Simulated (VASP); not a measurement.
Given:

```xyz
2
Lattice="1.0299 -1.7839 0.0000 1.0299 1.7839 0.0000 0.0000 0.0000 3.2696" Properties=species:S:1:pos:R:3 pbc="T T T"
Be     1.0299     0.5946     0.8174
Be     1.0299    -0.5946     2.4522
```

The numbers are results of LDA (Ceperley-Alder, Perdew-Zunger), VASP's LDA PAW potentials (set 64) (plane waves; VASP 6.6.1), not measurements. Settings: 500 eV cut-off, 20×20×11 Γ-centred mesh, first-order Methfessel-Paxton smearing of 0.10 eV, potentials Be.

Question: Estimate the energy per atom (σ→0), pressure, band gap (on the k-mesh) with the smallest direct gap where there is one.

Answer: 
The band gap (on the k-mesh) is none (metal, semimetal or under 0.01 eV) and the energy per atom (σ→0) is -4.024 eV/atom. The pressure is 44.67 GPa.

The compound is Be in the hcp structure. It was relaxed first under an external pressure of 45 GPa.
